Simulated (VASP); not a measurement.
All values below come from r2SCAN meta-GGA, VASP's PBE PAW potentials (set 64) (plane waves; VASP).

VASP input:

**INCAR**
```
LASPH = .TRUE.
ISMEAR = 1   # Methfessel-Paxton
SIGMA = 0.1   # width (eV)
IBRION = 2   # conjugate gradients
PREC = Accurate
LCHARG = .FALSE.
ISIF = 3   # ions, shape and volume
LMIXTAU = .TRUE.
METAGGA = R2SCAN
EDIFF = 1E-6   # SCF stop (eV)
LREAL = .FALSE.
ALGO = Normal   # blocked Davidson
ENCUT = 400
NELM = 100   # most electronic steps
LMAXMIX = 6
SYSTEM = WP
LWAVE = .FALSE.
EDIFFG = -0.01   # ionic stop
NSW = 60   # most ionic steps
```

### KPOINTS
```
Automatic mesh
0
Gamma
10 10 10
0 0 0
```

**POSCAR**
```
WP
1.0
  0.0000000000   2.9052000000   2.9052000000
  2.9052000000   0.0000000000   2.9052000000
  2.9052000000   2.9052000000   0.0000000000
W P
1 1
Cart
  0.0000000000   0.0000000000   0.0000000000
  2.9052000000   2.9052000000   2.9052000000
```

POTCAR, in this order: W_sv P (PBE.64 set). Program: vasp_std.

What VASP printed:

File OSZICAR:
```
...
DAV:   7    -0.561293156686E+02   -0.16565E+00   -0.11849E+00  1519   0.823E+00    0.186E+00
DAV:   8    -0.561613643330E+02   -0.32049E-01   -0.16984E-01  1371   0.288E+00    0.607E-01
DAV:   9    -0.561691668368E+02   -0.78025E-02   -0.17538E-02  1337   0.132E+00    0.265E-01
DAV:  10    -0.561768873249E+02   -0.77205E-02   -0.21004E-02  1432   0.121E+00    0.173E-01
DAV:  11    -0.561776951747E+02   -0.80785E-03   -0.23333E-03  1325   0.429E-01    0.155E-01
DAV:  12    -0.561783303247E+02   -0.63515E-03   -0.19643E-03  1333   0.380E-01    0.305E-02
DAV:  13    -0.561782990292E+02    0.31295E-04   -0.22337E-04  1476   0.149E-01    0.146E-02
DAV:  14    -0.561783194000E+02   -0.20371E-04   -0.94339E-06  1287   0.367E-02    0.120E-02
DAV:  15    -0.561783263004E+02   -0.69004E-05   -0.27415E-05  1335   0.410E-02    0.449E-03
DAV:  16    -0.561783342185E+02   -0.79181E-05   -0.10013E-05  1222   0.458E-02    0.189E-03
DAV:  17    -0.561783354078E+02   -0.11893E-05   -0.29880E-06  1292   0.232E-02    0.265E-03
DAV:  18    -0.561783347211E+02    0.68675E-06   -0.23776E-06  1115   0.218E-02
   1 F= -.56178335E+02 E0= -.56177416E+02  d E =-.561783E+02
       N       E                     dE             d eps       ncg     rms          rms(c)
DAV:   1    -0.173912973137E+03   -0.11773E+03   -0.23329E+03  1242   0.516E+02    0.197E+02
DAV:   2    -0.712751240008E+02    0.10264E+03   -0.23776E+02  1432   0.275E+02    0.353E+01
DAV:   3    -0.569118740042E+02    0.14363E+02   -0.38677E+01  1322   0.923E+01    0.401E+01
DAV:   4    -0.529021955225E+02    0.40097E+01   -0.74114E+00  1222   0.252E+01    0.116E+01
DAV:   5    -0.546919352279E+02   -0.17897E+01   -0.11680E+00  1352   0.155E+01    0.340E+00
DAV:   6    -0.545424542951E+02    0.14948E+00   -0.20768E-01  1282   0.570E+00    0.197E+00
DAV:   7    -0.547030902652E+02   -0.16064E+00   -0.12822E-01  1252   0.402E+00    0.445E-01
DAV:   8    -0.546535141966E+02    0.49576E-01   -0.18672E-02  1227   0.210E+00    0.392E-01
DAV:   9    -0.546500939231E+02    0.34203E-02   -0.10344E-03  1297   0.497E-01    0.245E-01
DAV:  10    -0.546503880326E+02   -0.29411E-03   -0.24881E-04  1292   0.152E-01    0.103E-01
DAV:  11    -0.546501331365E+02    0.25490E-03   -0.98723E-05  1237   0.128E-01    0.411E-02
DAV:  12    -0.546501362242E+02   -0.30877E-05   -0.20916E-05  1262   0.567E-02    0.104E-02
DAV:  13    -0.546501439196E+02   -0.76954E-05   -0.22700E-06  1192   0.227E-02    0.841E-03
DAV:  14    -0.546501429382E+02    0.98134E-06   -0.15155E-07   626   0.507E-03
   2 F= -.54650143E+02 E0= -.54650467E+02  d E =0.152819E+01
       N       E                     dE             d eps       ncg     rms          rms(c)
DAV:   1    -0.963714738408E+02   -0.41721E+02   -0.91615E+02  1247   0.501E+02    0.464E+01
DAV:   2    -0.648720025665E+02    0.31499E+02   -0.29738E+02  1276   0.133E+02    0.358E+01
DAV:   3    -0.600740557906E+02    0.47979E+01   -0.11041E+01  1317   0.282E+01    0.240E+01
DAV:   4    -0.598708168395E+02    0.20324E+00   -0.59961E+00  1247   0.153E+01    0.711E+00
DAV:   5    -0.589940185432E+02    0.87680E+00   -0.22080E+00  1272   0.152E+01    0.219E+00
DAV:   6    -0.593645901382E+02   -0.37057E+00   -0.91410E-01  1242   0.104E+01    0.196E+00
DAV:   7    -0.592251127852E+02    0.13948E+00   -0.44590E-01  1227   0.755E+00    0.527E-01
DAV:   8    -0.593832949424E+02   -0.15818E+00   -0.10711E-01  1312   0.320E+00    0.577E-01
DAV:   9    -0.593884041707E+02   -0.51092E-02   -0.52658E-03  1432   0.827E-01    0.407E-01
DAV:  10    -0.593873857100E+02    0.10185E-02   -0.12812E-03  1287   0.471E-01    0.128E-01
DAV:  11    -0.593893108662E+02   -0.19252E-02   -0.17256E-03  1222   0.539E-01    0.840E-02
DAV:  12    -0.593893695083E+02   -0.58642E-04   -0.65424E-05  1372   0.101E-01    0.394E-02
DAV:  13    -0.593893758099E+02   -0.63016E-05   -0.35907E-06  1342   0.248E-02    0.304E-02
DAV:  14    -0.593893734467E+02    0.23632E-05   -0.12323E-05  1307   0.383E-02    0.473E-03
DAV:  15    -0.593893755171E+02   -0.20704E-05   -0.38438E-06  1282   0.207E-02    0.408E-03
DAV:  16    -0.593893755089E+02    0.81695E-08   -0.39318E-07   616   0.668E-03
   3 F= -.59389376E+02 E0= -.59389080E+02  d E =-.321104E+01
       N       E                     dE             d eps       ncg     rms          rms(c)
DAV:   1    -0.595394260729E+02   -0.15005E+00   -0.27497E+00  1292   0.226E+01    0.375E+00
DAV:   2    -0.594323216825E+02    0.10710E+00   -0.37502E-01  1282   0.646E+00    0.738E-01
DAV:   3    -0.594256235881E+02    0.66981E-02   -0.13470E-02  1277   0.125E+00    0.372E-01
DAV:   4    -0.594227481327E+02    0.28755E-02   -0.88395E-03  1367   0.848E-01    0.245E-01
DAV:   5    -0.594198444831E+02    0.29036E-02   -0.53128E-03  1222   0.840E-01    0.104E-01
DAV:   6    -0.594225848797E+02   -0.27404E-02   -0.56448E-03  1227   0.855E-01    0.470E-02
DAV:   7    -0.594233071911E+02   -0.72231E-03   -0.56752E-04  1222   0.274E-01    0.255E-02
DAV:   8    -0.594233174250E+02   -0.10234E-04   -0.31670E-05  1352   0.625E-02    0.145E-02
DAV:   9    -0.594233247182E+02   -0.72932E-05   -0.86559E-06  1252   0.342E-02    0.190E-03
DAV:  10    -0.594233248862E+02   -0.16796E-06   -0.34829E-07   611   0.855E-03
   4 F= -.59423325E+02 E0= -.59423054E+02  d E =-.324499E+01
       N       E                     dE             d eps       ncg     rms          rms(c)
DAV:   1    -0.594932384822E+02   -0.69914E-01   -0.14991E+00  1297   0.169E+01    0.283E+00
DAV:   2    -0.594352808395E+02    0.57958E-01   -0.19582E-01  1287   0.471E+00    0.551E-01
DAV:   3    -0.594317809393E+02    0.34999E-02   -0.75950E-03  1282   0.969E-01    0.271E-01
DAV:   4    -0.594302143165E+02    0.15666E-02   -0.48647E-03  1352   0.620E-01    0.177E-01
DAV:   5    -0.594279077831E+02    0.23065E-02   -0.40913E-03  1222   0.728E-01    0.848E-02
DAV:   6    -0.594305582654E+02   -0.26505E-02   -0.26949E-03  1222   0.590E-01    0.277E-02
DAV:   7    -0.594306138915E+02   -0.55626E-04   -0.11113E-04  1297   0.111E-01    0.214E-02
DAV:   8    -0.594306222343E+02   -0.83428E-05   -0.20388E-05  1327   0.527E-02    0.120E-02
DAV:   9    -0.594306255170E+02   -0.32828E-05   -0.65269E-06  1232   0.293E-02    0.364E-03
DAV:  10    -0.594306259788E+02   -0.46180E-06   -0.37742E-07   616   0.852E-03
   5 F= -.59430626E+02 E0= -.59430316E+02  d E =-.325229E+01
       N       E                     dE             d eps       ncg     rms          rms(c)
DAV:   1    -0.594312335462E+02   -0.60803E-03   -0.14957E-02  1297   0.170E+00    0.280E-01
DAV:   2    -0.594306552066E+02    0.57834E-03   -0.20621E-03  1287   0.476E-01    0.553E-02
DAV:   3    -0.594306202014E+02    0.35005E-04   -0.73139E-05  1272   0.924E-02    0.263E-02
DAV:   4    -0.594306016886E+02    0.18513E-04   -0.47339E-05  1362   0.612E-02    0.171E-02
DAV:   5    -0.594305847286E+02    0.16960E-04   -0.31737E-05  1222   0.646E-02    0.806E-03
DAV:   6    -0.594306006173E+02   -0.15889E-04   -0.28275E-05  1227   0.602E-02    0.355E-03
DAV:   7    -0.594306032737E+02   -0.26564E-05   -0.23553E-06  1159   0.178E-02    0.176E-03
DAV:   8    -0.594306033447E+02   -0.70971E-07   -0.23691E-07   611   0.554E-03
   6 F= -.59430603E+02 E0= -.59430299E+02  d E =0.226341E-04
       N       E                     dE             d eps       ncg     rms          rms(c)
DAV:   1    -0.594308810550E+02   -0.27778E-03   -0.58954E-03  1302   0.107E+00    0.176E-01
DAV:   2    -0.594306512705E+02    0.22978E-03   -0.79642E-04  1287   0.297E-01    0.347E-02
DAV:   3    -0.594306380634E+02    0.13207E-04   -0.29399E-05  1287   0.592E-02    0.165E-02
DAV:   4    -0.594306335810E+02    0.44824E-05   -0.18689E-05  1362   0.384E-02    0.108E-02
DAV:   5    -0.594306262911E+02    0.72899E-05   -0.13834E-05  1222   0.424E-02    0.509E-03
DAV:   6    -0.594306355606E+02   -0.92696E-05   -0.10609E-05  1227   0.367E-02    0.208E-03
DAV:   7    -0.594306360375E+02   -0.47685E-06   -0.60963E-07   616   0.907E-03
   7 F= -.59430636E+02 E0= -.59430328E+02  d E =-.100587E-04
```

OUTCAR:
```
------------------------ aborting loop because EDIFF is reached ----------------------------------------
  FORCE on cell =-STRESS in cart. coord.  units (eV):
  Direction    XX          YY          ZZ          XY          YZ          ZX
  --------------------------------------------------------------------------------------
  Total       -0.0015261     -0.0015261     -0.0015261     -0.0000000     -0.0000000      0.0000000
  in kB       -0.0809878     -0.0809878     -0.0809878     -0.0000000     -0.0000000      0.0000000
  external PRESSURE =      -0.0809878 kB  Pullay stress =       0.0000000 kB
  volume of cell :       30.19
      direct lattice vectors                 reciprocal lattice vectors
    -0.000000000  2.471409407  2.471409407    -0.202313708  0.202313708  0.202313708
     2.471409407 -0.000000000  2.471409407     0.202313708 -0.202313708  0.202313708
     2.471409407  2.471409407 -0.000000000     0.202313708  0.202313708 -0.202313708
 POSITION                                       TOTAL-FORCE (eV/Angst)
 -----------------------------------------------------------------------------------
      0.00000      0.00000     -0.00000         0.000000      0.000000      0.000000
      2.47141      2.47141      2.47141        -0.000000      0.000000     -0.000000
 -----------------------------------------------------------------------------------
    total drift:                               -0.000000      0.000000      0.000000
  FREE ENERGIE OF THE ION-ELECTRON SYSTEM (eV)
  ---------------------------------------------------
  free  energy   TOTEN  =       -59.4306360375 eV

  energy  without entropy=      -59.4297118752  energy(sigma->0) =      -59.43032798

 reached required accuracy - stopping structural energy minimisation
```
(Selected blocks of OUTCAR.)

File CONTCAR:
```
WP
   1.00000000000000
    -0.0000000000000000    2.4714094066478638    2.4714094066478638
     2.4714094066478638   -0.0000000000000000    2.4714094066478638
     2.4714094066478638    2.4714094066478638   -0.0000000000000000
  W               P
     1     1
Direct
     0.0000000000000000    0.0000000000000000    0.0000000000000000
     0.5000000000000000    0.5000000000000000    0.5000000000000000
```

OUTCAR:
```
 val. band max:       11.1641207507   @ k =   0.4000   0.2000   0.0000

 cond. band min:      11.2090239169   @ k =   0.4000   0.1000   0.0000


 Fermi energy:        11.1750201421

 k-point     1 :       0.0000    0.0000    0.0000
  band No.  band energies     occupation
      1     -65.5104      2.00000
      2     -29.0793      2.00000
      3     -29.0793      2.00000
      4     -29.0793      2.00000
      5      -4.2742      2.00000
      6       8.4818      2.00000
      7       8.4818      2.00000
      8       8.4818      2.00000
      9       8.9730      2.00000
     10       8.9730      2.00000
     11      10.4398      2.00000
     12      10.4398      2.00000
     13      10.4398      2.00000

 k-point     2 :       0.1000    0.0000    0.0000
  band No.  band energies     occupation
      1     -65.5097      2.00000
      2     -29.0980      2.00000
      3     -29.0816      2.00000
      4     -29.0816      2.00000
      5      -4.0638      2.00000
      6       7.7534      2.00000
      7       7.9435      2.00000
      8       7.9435      2.00000
      9       8.7774      2.00000
     10       8.7774      2.00000
     11      10.5464      2.00000
     12      11.6373     -0.00000
     13      11.6373     -0.00000

 k-point     3 :       0.2000    0.0000    0.0000
  band No.  band energies     occupation
      1     -65.5078      2.00000
      2     -29.1463      2.00000
      3     -29.0876      2.00000
      4     -29.0876      2.00000
      5      -3.4548      2.00000
      6       6.1971      2.00000
      7       6.8209      2.00000
      8       6.8209      2.00000
      9       9.3299      2.00000
     10       9.3299      2.00000
     11      10.7487      2.00000
     12      13.5502      0.00000
     13      13.5502      0.00000

 k-point     4 :       0.3000    0.0000    0.0000
  band No.  band energies     occupation
      1     -65.5054      2.00000
      2     -29.2055      2.00000
      3     -29.0949      2.00000
...
```

Energy and stress use the plane-wave basis of the starting cell. Unless said otherwise, spin-orbit coupling is left out, though it shifts the bands of the heavy elements here.

The structure was generated: WP was put into the rock salt type (Fm-3m), which need not be its known phase. This run relaxes it. Symmetry was kept, so distortions that lower it aren't found. The electron count is odd and the run is not spin-polarised, which forces a metal. VASP warned that the highest band is occupied, so more bands are needed.
